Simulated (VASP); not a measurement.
Here is the system:

```xyz
5
Lattice="4.1710 0.0000 0.0000 0.0000 4.1710 0.0000 0.0000 0.0000 4.1710" Properties=species:S:1:pos:R:3 pbc="T T T"
Ba     0.0000     0.0000     0.0000
Hf     2.0855     2.0855     2.0855
O      2.0855     0.0000     2.0855
O      0.0000     2.0855     2.0855
O      2.0855     2.0855     0.0000
```

All values below come from r2SCAN meta-GGA, VASP's PBE PAW potentials (set 64) (plane waves; VASP). Numerical set-up: 520 eV cut-off, 5×5×5 Γ-centred mesh, Gaussian smearing of 0.050 eV, potentials Ba_sv Hf_pv O.

### Question
What does the run give for the energy per atom (σ→0)?

### Answer

```json
{
  "energy per atom (σ→0)": "-21.602 eV/atom"
}
```

Only differences to runs with the same potentials and settings are physical.

The compound is BaHfO3 in the cubic perovskite structure. It was relaxed first. The start is the result of an earlier pass.
